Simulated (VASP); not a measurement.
Molecule: SiCl2H2, in a box.

```xyz
5
Lattice="13.0063 0.0000 0.0000 0.0000 13.5063 0.0000 0.0000 0.0000 14.0063" Properties=species:S:1:pos:R:3 pbc="T T T"
Si    6.5091    6.9373    6.9634
Cl    5.3372    5.4963    6.0907
Cl    7.5800    6.1130    8.5076
H     7.4586    7.4561    5.9499
H     5.6301    7.9996    7.5080
```

Program: VASP 6.6.1. Alike in all runs: task single point; no spin polarisation; cell as given; k mesh 1 × 1 × 1; cutoff (eV) 400; smearing gaussian 0.01 eV.

Task: Order these runs on this cell by their band gap on the k mesh, lowest first.
A. level HSE06+D3(BJ); potentials or basis VASP PAW PBE potentials, release 64 (Si, Cl, H); further INCAR settings ALGO = Damped; EDIFF = 1e-06; ISYM = 0; grid for exact exchange (PRECFOCK) Fast; screening parameter 0.2 1/A
B. level RPBE; potentials or basis VASP PAW PBE potentials, release 64 (Si, Cl, H); further INCAR settings ALGO = Normal; EDIFF = 1e-06; ISYM = 0
C. level LDA; potentials or basis VASP PAW LDA potentials, release 64 (Si, Cl, H); further INCAR settings ALGO = Normal; EDIFF = 1e-06; ISYM = 0

Result: C (6.39 eV), B (6.59 eV), A (8.00 eV).

Runs at the PBE level aren't shown here.
